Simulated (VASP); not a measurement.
Input:

```xyz
3
Lattice="0.0000 2.5460 2.5460 2.5460 0.0000 2.5460 2.5460 2.5460 0.0000" Properties=species:S:1:pos:R:3 pbc="T T T"
Zr     0.0000     0.0000     0.0000
O      1.2730     1.2730     1.2730
O      3.8190     3.8190     3.8190
```

The numbers are results of r2SCAN meta-GGA, VASP's PBE PAW potentials (set 64) (plane waves; VASP), not measurements. Settings: 520 eV cut-off, 8×8×8 Γ-centred mesh, tetrahedra with Blöchl corrections, potentials Zr_sv O.

Problem. Estimate the energy per atom (σ→0), band gap (over mesh and band path) with the smallest direct gap where there is one.

Solution. 
| Property | Value |
|---|---|
| band gap (over mesh and band path) | 3.87 eV |
| smallest direct gap (over mesh and band path) | 4.27 eV |
| energy per atom (σ→0) | -15.285 eV/atom |

The structure comes from a computed database's ZrO2 entry (Fm-3m); how it stands against other phases isn't given here. It was relaxed first.
